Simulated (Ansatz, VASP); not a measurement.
## Cross-check of TePbSe (1T-PbSeTe monolayer) between VASP and Ansatz

Aim: how closely do two programs agree when they are given the same cell, functional and k mesh? Of the first pair: The structure shown is the start of the Ansatz relaxation below; VASP solves that cell, so the two are compared at the walk's first step.

Method: plane waves, with VASP 6.6.1 beside it; single point at PBE with D3(BJ), in Ansatz 0.2.0.

### 1. The starting structure

The cell holds 3 atoms: 1 Te, 1 Pb and 1 Se. Cell: a = 3.750 Å, b = 3.750 Å, c = 36.953 Å, α = 90.0°, β = 90.0°, γ = 120.0°. Vacuum lies along c.

### 2. Ansatz: relaxation, PBE with D3(BJ)

Ansatz runs on its default PAW (the set named soft_2) files.

The two programs are compared at the cell with which this relaxation starts, whose forces are those of its first step.

input.yaml reads:

```yaml
crystal:
  lattice:
    - [3.749942, 0.0, 0.0]
    - [-1.874971, 3.2475450347, 0.0]
    - [0.0, 0.0, 36.9533331014]
  atoms:
    - { symbol: Te, position: [0.6666666667, 0.3333333333, 0.4600396926] }
    - { symbol: Pb, position: [0.0, 0.0, 0.5043278309] }
    - { symbol: Se, position: [0.3333333333, 0.6666666667, 0.5399603074] }
  periodic: [true, true, false]
kpoints:
  mp_grid: { grid: [12, 12, 1] }
hamiltonian:
  xc: pbe
  dispersion: d3bj
scf:
  occupations: { method: fermi_dirac, width: 0.05 }
  convergence: { dr2_threshold: 1.0e-09 }
relax:
  f_tol: 0.004
  max_steps: 90
  cell: {}
output:
  write_potential: true
  write_density: true
  volumetric_format: npy
```

On the command line:

```console
$ ansatz run input.yaml --threads 8 --pin off --max-ram 12288MiB --backend cpu --events-out ev --progress --plain --runs-dir out
```

Numbers of over 12 decimals in the logs are rounded to 6 here.

The program printed:

```text
Warning: relax.cell: scf.convergence.dr2_threshold = 1e-9 eV is looser than the 1.78796160008e-10 eV advised for a relaxation that steers and ends on the stress (1e-10 eV for each atom of the cell: 3, times the square of relax.cell.stress_2d_tol = 0.05 N/m over 13.0 Å (the atoms' height at the walk's start and 5 Å past either face), 3.860e-2 GPa, over a crystal's default 0.05). What an SCF threshold leaves in a stress goes as its square root, and in the free energy as the threshold itself, and one threshold admits the most on a small cell: [figures from the program's tests cut] Set scf.convergence.dr2_threshold to 1.78796160008e-10 eV or tighter. [rest of the remark cut]
Engine: ansatz 0.2.0, x86_64-unknown-linux-gnu
Pseudopotentials: kind: paw
Pseudopotential: Te, paw, valence charge 16, recommended cutoff 420 eV (normal), Te.paw.azcp
Pseudopotential: Pb, paw, valence charge 14, recommended cutoff 420 eV (normal), Pb.paw.azcp
Pseudopotential: Se, paw, valence charge 16, recommended cutoff 420 eV (normal), Se.paw.azcp
Functional definition: PBE
  parameter kappa = 0.804
  parameter beta = 0.066725
  exchange = pbe_x(kappa = kappa, mu = beta*pi^2/3)
  correlation = pbe_c(beta = beta)
Crystal: 3 atoms, lattice volume = 450.022 Å³
Basis set: ecut = 420 eV, 8835 PW (Γ), exchange–correlation on 54×54×500 points (8 copies of the dense FFT grid, shifted against one another)
Bands: 28, of which v1, the nominal top of the filled ones, is band 23 counted from 1 (22 counted from 0)
Symmetry: 6 space group operations
Space group: P3m1 (ITA 156), of the structure as read, at distance tolerance 7.7e-5 Å
k-points: 19 of 144 (time reversal used)
Non-local potential: Te, projectors of the file, l = 0: 2, l = 1: 2, l = 2: 2, l = 3: 2
Non-local potential: Pb, projectors of the file, l = 0: 2, l = 1: 2, l = 2: 2, l = 3: 2
Non-local potential: Se, projectors of the file, l = 0: 2, l = 1: 2, l = 2: 3, l = 3: 1
PAW form: soft (Blöchl's): semilocal exchange-correlation on the pseudo side does not see the compensation charge
PAW one-centre angular grid: Te, 590 points (default); XC on 64 Gauss nodes
PAW one-centre angular grid: Pb, 590 points (default); XC on 64 Gauss nodes
PAW one-centre angular grid: Se, 590 points (default); XC on 64 Gauss nodes
Initial density: superposition of atomic densities (neutral atoms: chi_scale 0, normalization atom), corrected by the library's trained network
Initial wavefunctions: pseudopotential atomic-orbital guess
Functional: x = pbe(κ = 0.804, μ = 0.219515), c = pbe(β = 0.066725)
SCF iter   1: F=—  HF=-24353.794039 eV  |F-HF|=—  |Δ(HF+E_count)|=         —  Δρ=1.05e-3  dr2=8.45e-3  ethr=1.77e-3  ⟨swp⟩=19.8  Hψ=4983  notcnv=0
preconditioner: auto → LDOS  [metal: Δε(μ)=0.111 eV  Ē_g=14.624 eV  σ=0.050 eV  W_gap=0.44  n_scr=20 (ndim 8)  ℏωp=8.9 eV  f_vac=0.809  D(μ)=1.01/eV (n_scr^D=6)  β→1.0]
SCF iter   2: F=—  HF=-24353.799270 eV  |F-HF|=—  |Δ(HF+E_count)|=   5.23e-3  Δρ=5.48e-4  dr2=3.77e-3  ethr=1.84e-5  ⟨swp⟩=4.6  Hψ=1765  notcnv=0  defer=4
SCF iter   3: F=—  HF=-24353.798562 eV  |F-HF|=—  |Δ(HF+E_count)|=   7.08e-4  Δρ=2.43e-4  dr2=7.18e-4  ethr=8.20e-6  ⟨swp⟩=2.9  Hψ=1039  notcnv=0  defer=4
SCF iter   4: F=—  HF=-24353.798445 eV  |F-HF|=—  |Δ(HF+E_count)|=   1.17e-4  Δρ=4.75e-5  dr2=1.92e-5  ethr=1.56e-6  ⟨swp⟩=2.8  Hψ=1012  notcnv=0  defer=4
SCF iter   5: F=—  HF=-24353.798415 eV  |F-HF|=—  |Δ(HF+E_count)|=   2.95e-5  Δρ=1.37e-5  dr2=1.33e-6  ethr=4.18e-8  ⟨swp⟩=3.3  Hψ=1162  notcnv=0  defer=4
SCF iter   6: F=—  HF=-24353.798399 eV  |F-HF|=—  |Δ(HF+E_count)|=   1.58e-5  Δρ=3.79e-6  dr2=4.51e-8  ethr=2.90e-9  ⟨swp⟩=3.2  Hψ=1193  notcnv=0  defer=4
SCF iter   7: F=—  HF=-24353.798399 eV  |F-HF|=—  |Δ(HF+E_count)|=   1.87e-7  Δρ=1.33e-6  dr2=2.37e-8  ethr=9.80e-11  ⟨swp⟩=4.7  Hψ=1512  notcnv=0  defer=4
SCF iter   8: F=—  HF=-24353.798399 eV  |F-HF|=—  |Δ(HF+E_count)|=   1.99e-9  Δρ=4.70e-7  dr2=1.79e-9  ethr=5.14e-11  ⟨swp⟩=2.2  Hψ=770  notcnv=0  defer=4
SCF iter   9: F=-24353.798399 eV  HF=-24353.798399 eV  |F-HF|=2.11e-9  |Δ(HF+E_count)|=   5.12e-9  Δρ=1.16e-7  dr2=1.58e-10  ethr=2.17e-12  ⟨swp⟩=12.4  Hψ=4066  notcnv=0
SCF 1 converged in 9 iterations: F = -24353.798399 eV  dr2 = 1.58e-10
  greatest PAW one-centre occupation: 1.000 electrons in one spin orbital (limit 2), on the Se atom at site 2 (counted from 0), in its partial waves of l = 2
[...]
SCF iter   5: F=—  HF=-24356.104978 eV  |F-HF|=—  |Δ(HF+E_count)|=   1.99e-5  Δρ=2.95e-6  dr2=7.15e-8  ethr=4.89e-9  ⟨swp⟩=2.6  Hψ=797  notcnv=0
SCF iter   6: F=—  HF=-24356.104979 eV  |F-HF|=—  |Δ(HF+E_count)|=   4.89e-8  Δρ=8.43e-7  dr2=1.32e-8  ethr=1.55e-10  ⟨swp⟩=3.1  Hψ=957  notcnv=0
SCF iter   7: F=-24356.104979 eV  HF=-24356.104979 eV  |F-HF|=4.48e-9  |Δ(HF+E_count)|=   2.40e-8  Δρ=2.45e-7  dr2=4.31e-10  ethr=2.17e-12  ⟨swp⟩=10.1  Hψ=4074  notcnv=0
SCF 10 converged in 7 iterations: F = -24356.104979 eV  dr2 = 4.31e-10
relax step  10: F+E_penalty+E_count = -24356.10497854 eV  Δ(F+E_penalty+E_count) = -1.707e-4 eV  max|allowed force component| = 1.201e-3 eV/Å  Δτ_max = 0.0100 Å  P = -0.005 N/m  Ω = 483.000 Å³  energy of the carried Pulay correction = -8.690e-4 eV  fix = [c, alpha, beta]  reactions: c -0.000 N/m  (7 SCF iters, accepted)
Initial wavefunctions: pseudopotential atomic-orbital guess (no wavefunctions were taken with the density)
iter 1 solved again at ethr=2.38e-6 eV; its pass at ethr=3.10e-3 eV (dr2=1.09e-3 eV) is discarded
SCF iter   1: F=—  HF=-24356.093809 eV  |F-HF|=—  |Δ(HF+E_count)|=         —  Δρ=2.45e-4  dr2=8.81e-6  ethr=2.38e-6  ⟨swp⟩=4.4  Hψ=5329  notcnv=0
eigensolver tolerance schedule: the retry pair's looser diagonalisation over-reported the residual by 123.04 of it (diagonalisation noise at 0.10 of the residual, at the tolerance the schedule requests for it); recorded, not acted on — ethr = c·dr2/N_el stays at c = 1.0e-1
preconditioner: auto → LDOS  [metal: Δε(μ)=0.057 eV  Ē_g=13.042 eV  σ=0.050 eV  W_gap=0.28  n_scr=20 (ndim 8)  ℏωp=8.6 eV  f_vac=0.782  D(μ)=3.16/eV (n_scr^D=12)  β→1.0]
SCF iter   2: F=—  HF=-24356.105697 eV  |F-HF|=—  |Δ(HF+E_count)|=   1.19e-2  Δρ=8.97e-6  dr2=1.67e-6  ethr=1.92e-8  ⟨swp⟩=4.2  Hψ=1440  notcnv=0
SCF iter   3: F=—  HF=-24356.105663 eV  |F-HF|=—  |Δ(HF+E_count)|=   3.39e-5  Δρ=5.15e-6  dr2=1.87e-7  ethr=3.64e-9  ⟨swp⟩=2.9  Hψ=1038  notcnv=0
SCF iter   4: F=—  HF=-24356.105681 eV  |F-HF|=—  |Δ(HF+E_count)|=   1.71e-5  Δρ=2.35e-6  dr2=9.26e-8  ethr=4.07e-10  ⟨swp⟩=3.0  Hψ=1159  notcnv=0
SCF iter   5: F=—  HF=-24356.105680 eV  |F-HF|=—  |Δ(HF+E_count)|=   6.72e-7  Δρ=7.03e-7  dr2=9.01e-9  ethr=2.01e-10  ⟨swp⟩=2.1  Hψ=1030  notcnv=0
SCF iter   6: F=—  HF=-24356.105681 eV  |F-HF|=—  |Δ(HF+E_count)|=   6.84e-7  Δρ=4.66e-7  dr2=4.08e-9  ethr=1.96e-11  ⟨swp⟩=3.3  Hψ=1087  notcnv=0
SCF iter   7: F=-24356.105681 eV  HF=-24356.105681 eV  |F-HF|=3.69e-8  |Δ(HF+E_count)|=   1.00e-7  Δρ=1.25e-7  dr2=3.34e-10  ethr=2.17e-12  ⟨swp⟩=14.7  Hψ=4160  notcnv=0
SCF 11 converged in 7 iterations: F = -24356.105681 eV  dr2 = 3.34e-10
  Residual-converged pass: ⟨swp⟩=1.1  Hψ=610  notcnv=0  max |occ|·‖R‖ = 7.1e-9 eV (tolerance 1.0e-8 eV)  dr2=3.34e-10  dr2_onsite=4.83e-11  max |Δocc| = 3.5e-12
relax step  11: F+E_penalty+E_count = -24356.10568068 eV  Δ(F+E_penalty+E_count) = -7.021e-4 eV  max|allowed force component| = 1.124e-3 eV/Å  Δτ_max = 0.0000 Å  P = -0.011 N/m  Ω = 483.000 Å³  fix = [c, alpha, beta]  reactions: c -0.000 N/m  stress off target by 1.06e-2 N/m on what of the cell is left free  SCF on the basis re-selected at this cell (its energy is not comparable with the rows above)  (7 SCF iters)
basis re-selected at this cell: Δ(F+E_penalty+E_count) = -7.021e-4 eV, ΔP = -0.005 N/m vs the last step (what re-selecting the basis moved, of the pressure what is left beyond the Pulay correction that the steps carried, after the strain that the cell walked since its last selection, with what the two solves' SCF thresholds leave and, on support functions, any second-order correction that the steps lacked; it is no m [...]
WARN: The input density's exchange-correlation potential varies sharply where the density is thin. Do not read a vacuum level from v_tot or v_xc, or from such a field of the output density. On a cell that repeats whose density bears no net charge and no dipole along the vacuum's axis use v_es (v_loc + v_h of the components); under efield.dipole_correction with no amplitude use v_es + v_field, which holds any external [...]
SCF converged after 7 iterations
Free energy (F): -24356.105681 eV
Harris-Foulkes:  -24356.105681 eV  (|F-HF|=3.69e-8)
Internal energy: -24356.079768 eV  (E = F + TS)
E sigma→0 (E₀):  -24356.092724 eV
Entropy (-TS):   -0.025913 eV (-8.638 meV/atom)
Fermi energy:    -5.393794 eV
--- Per-component energies (eV) ---
  E_band       = -1327.750312
  E_kinetic    = 586.605800
  E_local      = -110766.310278  (includes V_loc(G=0)·N_el)
  E_nonlocal   = -555.216556
  E_hartree    = 55118.939264
  E_xc         = -447.261106
  E_vxc        = -332.112920  (∫ρ·V_xc dr)
  E_paw        = -16980.979499  (= ΣΔE_a)
  E_vpaw       = -498.592884  (= ΣTr[D̂ρ^β])
  E_aug_tail   = -0.000736  (compensation charges beyond the density's cutoff)
  E_ewald      = 48688.967571
  E_disp       = -0.824229  (pairwise vdW)
  E_smearing   = -0.025913  (= −TS)
  E_closure    = 0.000000  (closes the sum)
  Σ components = -24356.105681   (vs F -24356.105681, Δ=0.00e0)
--- Forces (eV/Å), atoms counted from 1 ---
  atom   1  Te     0.00000000     0.00000000     0.00112420
  atom   2  Pb     0.00000000     0.00000000    -0.00108322
  atom   3  Se    -0.00000000     0.00000000    -0.00004023
  max |Σ_I F_I| component: 7.50e-7 eV/Å
--- 2D stress c σ (N/m, compression-positive) ---
       -0.010607       0.000000       0.000000
        0.000000      -0.010607      -0.000000
        0.000000      -0.000000      -0.000000
  P = ½ c Tr σ = -0.0106 N/m
--- Band table (eV; the first three rows and the last of 19) ---
  k-point 0: bands = [... 19 lower, -5.8275, -5.8275, -5.1092, -4.4479, -4.4479, -2.0278, -0.7952, -0.7952, ... 1 higher]
  k-point 1: bands = [... 19 lower, -6.3875, -5.9271, -5.1527, -4.6197, -4.5424, -1.7070, -1.2269, -0.7158, ... 1 higher]
  k-point 2: bands = [... 19 lower, -7.1342, -6.1820, -6.0700, -4.7706, -4.5871, -1.9969, -0.9435, -0.5853, ... 1 higher]
  k-point 18: bands = [... 19 lower, -8.5360, -8.4891, -7.0232, -6.4412, -5.7572, -2.0666, -1.9633, -0.4600, ... 1 higher]
  the weakly bound empty levels are not read free of the cell's end (no_gap_told)
--- Relaxed structure (10 steps of the walk, 10 accepted, 1 SCFs on fresh bases) ---
  F+E_penalty+E_count = -24356.10568068 eV   max|allowed force component| = 1.124e-3 eV/Å   (the final SCF, on the basis selected at the relaxed cell)
  cell:  # Å, volume = 482.9997 Å³
    - [3.884913, 9.989854971744974e-18, 0]
    - [-1.942456, 3.364433, 0]
    - [0, 0, 36.9533331014]
  atoms:
    - { symbol: Te, position: [0.666667, 0.333333, 0.444322] }
    - { symbol: Pb, position: [0, 0, 0.507285] }
    - { symbol: Se, position: [0.333333, 0.666667, 0.552721] }
```

### 3. VASP: single point, PBE with D3(BJ), start cell, pair 1

The same cell, functional, mesh and smearing now go to VASP, with its own data sets.

Lines of VASP's logs that name or quote its potential files are left out, and so is its time.

INCAR reads:

```
SYSTEM = TePbSe
PREC = Accurate
ENCUT = 400
EDIFF = 1E-06
NELM = 120
ISMEAR = -1
SIGMA = 0.05
LREAL = .FALSE.
ALGO = Normal
GGA = PE
IVDW = 12
NBANDS = 19
LORBIT = 11
LWAVE = .FALSE.
LCHARG = .FALSE.
ISIF = 2
LDIPOL = .TRUE.
IDIPOL = 3
DIPOL = 0.5 0.5 0.501
LVHAR = .TRUE.
LASPH = .TRUE.
GGA_COMPAT = .FALSE.
NELMDL = -8
KPAR = 2
```

POSCAR reads:

```
TePbSe
1.0
    3.7499420000      0.0000000000      0.0000000000
   -1.8749710000      3.2475450000      0.0000000000
    0.0000000000      0.0000000000     36.9533330000
Te Pb Se
1 1 1
Direct
    0.6666666667      0.3333333333      0.4600396938
    0.0000000000      0.0000000000      0.5043278234
    0.3333333333      0.6666666667      0.5399603062
```

KPOINTS reads:

```
Automatic mesh
0
Gamma
12 12 1
0 0 0
```

Potentials, in the order of the species: Te, Pb_d and Se (PBE family, release 64).

On the command line:

```console
$ mpirun -np 2 vasp_std
```

The program printed:

```text
[banner, memory and clock lines left out]
running    2 mpi-ranks, on    1 nodes
 distrk:  each k-point on    1 cores,    2 groups
 distr:  one band on    1 cores,    1 groups

 POSCAR found type information on POSCAR TePbSe
 POSCAR found :  3 types and       3 ions
 LDA part: xc-table for (Slater+PW92), standard interpolation
 POSCAR, INCAR and KPOINTS ok, starting setup
 FFT: planning ... GRIDC
 FFT: planning ... GRID_SOFT
 FFT: planning ... GRID
 WAVECAR not read
 entering main loop
       N       E                     dE             d eps       ncg     rms          rms(c)
DAV:   1     0.201459847389E+03    0.20146E+03   -0.84327E+03   874   0.782E+02
DAV:   2     0.110030431839E+02   -0.19046E+03   -0.18637E+03   988   0.245E+02
DAV:   3    -0.720252629321E+01   -0.18206E+02   -0.18147E+02   918   0.895E+01
DAV:   4    -0.782316114531E+01   -0.62063E+00   -0.61969E+00  1080   0.230E+01
DAV:   5    -0.783389082469E+01   -0.10730E-01   -0.10728E-01  1115   0.233E+00
DAV:   6    -0.783397958979E+01   -0.88765E-04   -0.88764E-04  1077   0.202E-01
DAV:   7    -0.783398245145E+01   -0.28617E-05   -0.28620E-05  1120   0.325E-02
DAV:   8    -0.783398248019E+01   -0.28740E-07   -0.28088E-07   870   0.361E-03    0.883E+00
DAV:   9    -0.758680855440E+01    0.24717E+00   -0.46484E-01  1043   0.985E+00    0.540E+00
DAV:  10    -0.755626047803E+01    0.30548E-01   -0.38724E-01   966   0.568E+00    0.726E-01
DAV:  11    -0.754783988929E+01    0.84206E-02   -0.61034E-02   930   0.242E+00    0.382E-01
DAV:  12    -0.754607059261E+01    0.17693E-02   -0.11738E-02   984   0.121E+00    0.147E-01
DAV:  13    -0.754602023109E+01    0.50362E-04   -0.18461E-03   962   0.388E-01    0.505E-02
DAV:  14    -0.754603497365E+01   -0.14743E-04   -0.20313E-04   961   0.113E-01    0.389E-02
[...]
DAV:  19    -0.754619474090E+01   -0.45962E-04   -0.27875E-06   678   0.570E-03    0.181E-03
DAV:  20    -0.754621805844E+01   -0.23318E-04   -0.17268E-06   788   0.446E-03    0.130E-03
DAV:  21    -0.754622241676E+01   -0.43583E-05   -0.40450E-08   913   0.105E-03    0.105E-03
DAV:  22    -0.754623403121E+01   -0.11614E-04   -0.20509E-07   689   0.131E-03    0.683E-04
DAV:  23    -0.754623557092E+01   -0.15397E-05   -0.11499E-08   878   0.642E-04    0.743E-04
DAV:  24    -0.754623764970E+01   -0.20788E-05   -0.24466E-08   731   0.599E-04    0.157E-04
DAV:  25    -0.754623868650E+01   -0.10368E-05   -0.11918E-08   755   0.318E-04    0.136E-04
DAV:  26    -0.754623904799E+01   -0.36149E-06   -0.25737E-09   697   0.188E-04
   1 F= -.85406752E+01 E0= -.85362092E+01  d E =-.893196E-02
```

From OUTCAR (step 3):

```text
ion  position               nearest neighbor table
   1  0.667  0.333  0.460-   2 2.71   2 2.71   2 2.71
   2  0.000  0.000  0.504-   3 2.53   3 2.53   3 2.53   1 2.71   1 2.71   1 2.71
   3  0.333  0.667  0.540-   2 2.53   2 2.53   2 2.53

  LATTYP: Found a hexagonal cell.
 ALAT       =     3.7499420000
 C/A-ratio  =     9.8543745477

 Subroutine GETGRP returns: Found  6 space group operations
 (whereof  6 operations were pure point group operations)

The static configuration has the point symmetry C_3v.

 Found     19 irreducible k-points:

   k-points           NKPTS =     19   k-points in BZ     NKDIM =     19   number of bands    NBANDS=     19

   dimension x,y,z NGX =    24 NGY =   24 NGZ =  250
   dimension x,y,z NGXF=    48 NGYF=   48 NGZF=  500

   ENCUT  =  400.0 eV  29.40 Ry    5.42 a.u.   6.12  6.12 60.26*2*pi/ulx,y,z

   NELECT =      26.0000    total number of electrons

 k-points in reciprocal lattice and weights: Automatic mesh
   0.00000000  0.00000000  0.00000000       0.007
   0.08333333  0.00000000  0.00000000       0.042
   0.16666667  0.00000000  0.00000000       0.042
   0.25000000  0.00000000  0.00000000       0.042
   0.33333333 -0.00000000  0.00000000       0.042
   0.41666667  0.00000000  0.00000000       0.042
   0.50000000  0.00000000  0.00000000       0.021
   0.08333333  0.08333333  0.00000000       0.042
   0.16666667  0.08333333  0.00000000       0.083
[...]
0.33333333  0.25000000  0.00000000       0.083
   0.33333333  0.33333333  0.00000000       0.014

 dipolmoment           0.000000      0.000000      0.013493 electrons x Angstroem

 average (electrostatic) potential at core
       1 -97.2034       2-100.9774       3 -61.4792

 E-fermi :  -3.0344

 k-point     1 :       0.0000    0.0000    0.0000
  band No.  band energies     occupation
    ...
      7     -15.7051      2.00000
      8      -9.5354      2.00000
      9      -4.9050      2.00000
     10      -4.8220      2.00000
     11      -4.8220      2.00000
     12      -2.8955      0.11693
     13      -2.8955      0.11693
     14      -2.3912      0.00001
     15      -0.1360      0.00000
     16       0.8898      0.00000
    ...

 k-point     2 :       0.0833    0.0000    0.0000
  band No.  band energies     occupation
    ...
      8      -9.5810      2.00000
      9      -5.5233      2.00000
     10      -5.0260      2.00000
     11      -4.8455      2.00000
     12      -3.5688      1.99995
     13      -2.9314      0.22582
     14      -1.8739      0.00000
     15       0.1812      0.00000
     16       0.9584      0.00000
     17       1.1580      0.00000
    ...

 k-point     3 :       0.1667    0.0000    0.0000
  band No.  band energies     occupation
    ...
      9      -6.6567      2.00000
     10      -5.5039      2.00000
     11      -4.7892      2.00000
     12      -4.6156      2.00000
     13      -3.0421      1.07671
     14      -1.5862      0.00000
     15       0.2620      0.00000
     16       1.5909      0.00000
     17       1.8022      0.00000
     18       1.8734      0.00000
    ...

 Edisp (eV)   -0.99444

  Total      13.80191    13.80191    15.06609     0.00000     0.00000     0.00000
  in kB      49.13787    49.13787    53.63866     0.00000     0.00000     0.00000
  external pressure =       50.64 kB  Pullay stress =        0.00 kB

  energy-cutoff  :      400.00
  volume of cell :      450.02
      direct lattice vectors                 reciprocal lattice vectors
     3.749942000  0.000000000  0.000000000     0.266670791  0.153962455  0.000000000
    -1.874971000  3.247545000  0.000000000     0.000000000  0.307924909  0.000000000
     0.000000000  0.000000000 36.953333000     0.000000000  0.000000000  0.027061158

 POSITION                                       TOTAL-FORCE (eV/Angst)
 -----------------------------------------------------------------------------------
      1.87497      1.08251     17.00000         0.000000      0.000000     -5.041224
      0.00000      0.00000     18.63659         0.000000     -0.000000     -0.159984
     -0.00000      2.16503     19.95333        -0.000000      0.000000      5.201208
 -----------------------------------------------------------------------------------
    total drift:                                0.000000      0.000000     -0.000312

  FREE ENERGIE OF THE ION-ELECTRON SYSTEM (eV)
  ---------------------------------------------------
  free  energy   TOTEN  =        -8.5406752137 eV

  energy  without entropy=       -8.5317432513  energy(sigma->0) =       -8.53620923

 vacuum level on the upper side and lower side of the slab         2.170         1.970

 total charge
# of ion       s       p       d       tot
------------------------------------------
    1        1.408   2.078   0.050   3.536
    2        1.209   1.133   9.970  12.313
    3        1.487   2.442   0.047   3.975
--------------------------------------------------
tot          4.103   5.653  10.067  19.824

[... 3 further parts left out ...]
```

(Part 1 of 2 ends here.)

[Lines on the potential files, build, host, timing and source positions are cut from VASP's logs without a mark.]

[Logs are printed without paths, hosts, clocks, repeated set-up lines and the standing remarks that a program may print on its own settings, such as how far it seeks lower states.]

[Hosts, paths, dates, database ids (printed as entryN), source tags and the programs' standing remarks are cut or masked in the printed files.]
